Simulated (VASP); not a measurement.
Crystal: AlN.

```xyz
4
Lattice="3.1100 0.0000 0.0000 -1.5550 2.6933 0.0000 0.0000 0.0000 4.9800" Properties=species:S:1:pos:R:3 pbc="T T T"
Al    1.5550    0.8978    0.0000
Al    0.0000    1.7956    2.4900
N     1.5550    0.8978    1.9024
N     0.0000    1.7956    4.3924
```

Base run:

```yaml
Program: VASP 6.6.1
Functional: PBE
Potentials_or_basis: VASP PAW PBE potentials, release 64 (Al, N)
Cutoff: 520 eV
k_mesh: 8 × 8 × 5
Occupations: fermi-dirac, width 0.05 eV
Spin: no spin polarisation
```

Its results: band gap on the k mesh 4.21 eV, direct; pressure 3.9 GPa; largest force 0.009 eV/Å.

**Question.** The run is repeated on the same cell with these changes: functional from PBE to r2SCAN. What comes out?

**Answer.** Band gap on the k mesh 4.89 eV, direct; pressure -0.9 GPa; largest force 0.016 eV/Å.

r2SCAN gives the wider gap, since meta-GGAs in the generalised Kohn-Sham scheme recover part of the derivative discontinuity.

Caveats: an odd mesh through Γ misses points on the zone boundary, where band edges often lie; the PAW data sets were made with another functional, which shifts forces and pressure a little (some runs).

Not every run made on this cell is shown here.
